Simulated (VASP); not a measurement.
These are r2SCAN meta-GGA, VASP's PBE PAW potentials (set 64) (plane waves; VASP) values and carry that method's errors.

The input files of a VASP run:

**INCAR**
```
SYSTEM=Cd
PREC=Accurate; ENCUT=400; LREAL=.FALSE.
LASPH=.TRUE.
EDIFF=1E-7; NELM=100; ALGO=Normal
LMAXMIX=4; LMIXTAU=.TRUE.
ISMEAR=-5
METAGGA=R2SCAN
ISIF=2
LWAVE=.FALSE.; LCHARG=.FALSE.; LORBIT=11
NEDOS=601
```

**KPOINTS_OPT**
```
k-points along high-symmetry lines
10
Line-mode
Reciprocal
  0.000000   0.000000   0.000000 ! GAMMA
  0.500000   0.000000   0.500000 ! X

  0.500000   0.000000   0.500000 ! X
  0.625000   0.250000   0.625000 ! U

  0.375000   0.375000   0.750000 ! K
  0.000000   0.000000   0.000000 ! GAMMA

  0.000000   0.000000   0.000000 ! GAMMA
  0.500000   0.500000   0.500000 ! L

  0.500000   0.500000   0.500000 ! L
  0.500000   0.250000   0.750000 ! W

  0.500000   0.250000   0.750000 ! W
  0.500000   0.000000   0.500000 ! X
```

File KPOINTS:
```
Automatic mesh
0
Gamma
16 16 16
0 0 0
```

POSCAR:
```
Cd
1
   -0.0000000000     2.2044182264     2.2044182264
    2.2044182264     0.0000000000     2.2044182264
    2.2044182264     2.2044182264     0.0000000000
Cd
1
Direct
  0.0000000000   0.0000000000   0.0000000000
```

POTCAR, in this order: Cd (PBE.64 set). Program: vasp_std.

What VASP printed:

OSZICAR:
```
       N       E                     dE             d eps       ncg     rms          rms(c)
DAV:   1     0.331151431965E+02    0.33115E+02   -0.63518E+03  3214   0.989E+02
DAV:   2    -0.227320528127E+02   -0.55847E+02   -0.53761E+02  3024   0.240E+02
DAV:   3    -0.236505346167E+02   -0.91848E+00   -0.91834E+00  3314   0.368E+01
DAV:   4    -0.236515840734E+02   -0.10495E-02   -0.10505E-02  3052   0.114E+00
DAV:   5    -0.236515871871E+02   -0.31137E-05   -0.31179E-05  3166   0.640E-02    0.337E+00
DAV:   6    -0.198589117708E+02    0.37927E+01   -0.32431E+00  3158   0.281E+01    0.504E+00
DAV:   7    -0.200589079366E+02   -0.20000E+00   -0.14706E-01  3004   0.549E+00    0.286E+00
DAV:   8    -0.200221378099E+02    0.36770E-01   -0.75572E-02  2982   0.353E+00    0.214E-01
DAV:   9    -0.200613187724E+02   -0.39181E-01   -0.13492E-01  2954   0.334E+00    0.184E-01
DAV:  10    -0.200592494739E+02    0.20693E-02   -0.15219E-03  3060   0.506E-01    0.117E-01
DAV:  11    -0.200683530245E+02   -0.91036E-02   -0.82705E-03  2908   0.927E-01    0.346E-02
DAV:  12    -0.200695930287E+02   -0.12400E-02   -0.68065E-04  2980   0.244E-01    0.330E-02
DAV:  13    -0.200699482787E+02   -0.35525E-03   -0.64192E-04  2968   0.185E-01    0.241E-02
DAV:  14    -0.200698619702E+02    0.86309E-04   -0.22526E-04  3000   0.134E-01    0.249E-02
DAV:  15    -0.200697734823E+02    0.88488E-04   -0.12433E-04  3052   0.120E-01    0.305E-02
DAV:  16    -0.200700223326E+02   -0.24885E-03   -0.42526E-04  2968   0.161E-01    0.474E-03
DAV:  17    -0.200700232097E+02   -0.87712E-06   -0.12473E-05  2964   0.296E-02    0.230E-03
DAV:  18    -0.200700224457E+02    0.76395E-06   -0.62715E-08  2446   0.332E-03    0.206E-03
DAV:  19    -0.200700201666E+02    0.22791E-05   -0.47805E-07  2986   0.597E-03    0.175E-03
DAV:  20    -0.200700189372E+02    0.12294E-05   -0.11362E-07  2988   0.265E-03    0.974E-04
DAV:  21    -0.200700182299E+02    0.70732E-06   -0.46043E-08  1788   0.171E-03    0.260E-04
DAV:  22    -0.200700183542E+02   -0.12436E-06   -0.32533E-09  1452   0.620E-04    0.112E-04
DAV:  23    -0.200700184786E+02   -0.12436E-06   -0.15297E-09  1450   0.408E-04    0.346E-05
DAV:  24    -0.200700184757E+02    0.28795E-08   -0.11359E-10  1450   0.151E-04
   1 F= -.20070018E+02 E0= -.20070018E+02  d E =0.000000E+00
       N       E                     dE             ncg
```

**OUTCAR**
```
------------------------ aborting loop because EDIFF is reached ----------------------------------------
  FORCE on cell =-STRESS in cart. coord.  units (eV):
  Direction    XX          YY          ZZ          XY          YZ          ZX
  --------------------------------------------------------------------------------------
  Total        0.0345781      0.0345781      0.0345781     -0.0000000     -0.0000000      0.0000000
  in kB        2.5858276      2.5858276      2.5858276     -0.0000000     -0.0000000      0.0000000
  external PRESSURE =       2.5858276 kB  Pullay stress =       0.0000000 kB
  volume of cell :       21.42
      direct lattice vectors                 reciprocal lattice vectors
     0.000000000  2.204418226  2.204418226    -0.226817214  0.226817214  0.226817214
     2.204418226  0.000000000  2.204418226     0.226817214 -0.226817214  0.226817214
     2.204418226  2.204418226  0.000000000     0.226817214  0.226817214 -0.226817214
 POSITION                                       TOTAL-FORCE (eV/Angst)
 -----------------------------------------------------------------------------------
      0.00000      0.00000      0.00000         0.000000      0.000000      0.000000
 -----------------------------------------------------------------------------------
    total drift:                               -0.000000     -0.000000     -0.000000
  FREE ENERGIE OF THE ION-ELECTRON SYSTEM (eV)
  ---------------------------------------------------
  free  energy   TOTEN  =       -20.0700184757 eV

  energy  without entropy=      -20.0700184757  energy(sigma->0) =      -20.07001848

 total charge

# of ion       s       p       d       tot
------------------------------------------
    1        0.534   0.299   9.491  10.323
```
(Selected blocks of OUTCAR.)

For a metal the tetrahedron method with Blöchl corrections gives inexact stress and forces.

The structure comes from a computed database's Cd entry (Fm-3m); how it stands against other phases isn't given here. It was relaxed first.
